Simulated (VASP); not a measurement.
VASP ran on this input.

### POSCAR
```
Li2O
1
    0.0000000000     2.3100000000     2.3100000000
    2.3100000000     0.0000000000     2.3100000000
    2.3100000000     2.3100000000     0.0000000000
Li O
2 1
Direct
  0.2500000000   0.2500000000   0.2500000000
  0.7500000000   0.7500000000   0.7500000000
  0.0000000000   0.0000000000   0.0000000000
```

File KPOINTS:
```
Automatic mesh
0
Gamma
6 6 6
0 0 0
```

**INCAR**
```
# general
SYSTEM=Li2O
PREC  =Accurate
ENCUT =520   # plane-wave cut-off (eV)
LREAL =.False.   # projection in real space or not
LASPH =.True.   # aspherical one-centre terms

# electronic loop
EDIFF =1E-6   # SCF stop (eV)
NELM  =100   # most electronic steps
ALGO  =Normal   # blocked Davidson

# smearing
ISMEAR=0
SIGMA =0.05

# functional
GGA   =PE   # PBE

# output
LWAVE =.True.
LCHARG=.False.
```

POTCAR, in this order: Li_sv O (PBE.64 set). Program: vasp_std.

Translate this PBE calculation to Quantum ESPRESSO's pw.x.

One equivalent input (not run):
```
&CONTROL
  calculation = 'scf'
  pseudo_dir = './pseudo'
  outdir = './out'
  tprnfor = .true.
  tstress = .true.
/
&SYSTEM
  ibrav = 0
  nat = 3
  ntyp = 2
  ecutwfc = 84
  occupations = 'smearing'
  smearing = 'gaussian'
  degauss = 0.003675
  input_dft = 'pbe'
/
&ELECTRONS
  conv_thr = 7.3e-08
  electron_maxstep = 100
/
ATOMIC_SPECIES
  Li 6.940 Li.upf
  O 15.999 O.upf
CELL_PARAMETERS angstrom
     0.0000000    2.3100000    2.3100000
     2.3100000    0.0000000    2.3100000
     2.3100000    2.3100000    0.0000000
ATOMIC_POSITIONS crystal
  Li   0.2500000  0.2500000  0.2500000
  Li   0.7500000  0.7500000  0.7500000
  O    0.0000000  0.0000000  0.0000000
K_POINTS automatic
  6 6 6 0 0 0
```
Limits of the translation: the potentials are each code's own (VASP's PAW set, PseudoDojo norm-conserving files in pw.x), so ENCUT and ecutwfc are chosen apart and not converted; conv_thr bounds pw.x's estimated SCF error, while EDIFF bounds the energy change between steps.

The compound is Li2O in the antifluorite structure. The cell was not relaxed at this level.
